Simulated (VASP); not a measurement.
The system is TiC.

```xyz
2
Lattice="0.0000 2.1593 2.1593 2.1593 0.0000 2.1593 2.1593 2.1593 0.0000" Properties=species:S:1:pos:R:3 pbc="T T T"
Ti    0.0000    0.0000    0.0000
C     2.1593    2.1593    2.1593
```

* Program: VASP 6.6.1
* Task: relaxation of cell and atoms
* Functional: LDA
* Potentials or basis: VASP PAW LDA potentials, release 64 (Ti_sv, C)
* Cutoff: 600 eV
* k mesh: 14 × 14 × 14
* Occupations: methfessel-paxton, width 0.1 eV
* Spin: no spin polarisation

At the start: pressure -9.9 GPa; volume 10.07 Å³/atom.

Where does the relaxation end?

Over 3 steps the energy falls by 12.2 meV/atom and the volume is 9.69 Å³/atom (-3.7 %); space group Fm-3m (No. 225, to 0.05 Å).

The path:
```csv
step,energy change (eV),largest force (eV/Å),pressure (GPa),volume (Å³)
1,0.0000,0.0000,-9.95,20.14
2,0.0258,0.0000,16.62,18.37
3,-0.0243,0.0000,-0.14,19.39
```

Final structure:
```
CELL_PARAMETERS angstrom
0.00000 2.13221 2.13221
2.13221 0.00000 2.13221
2.13221 2.13221 0.00000
ATOMIC_POSITIONS crystal
Ti 0.00000 0.00000 0.00000
C 0.50000 0.50000 0.50000
```
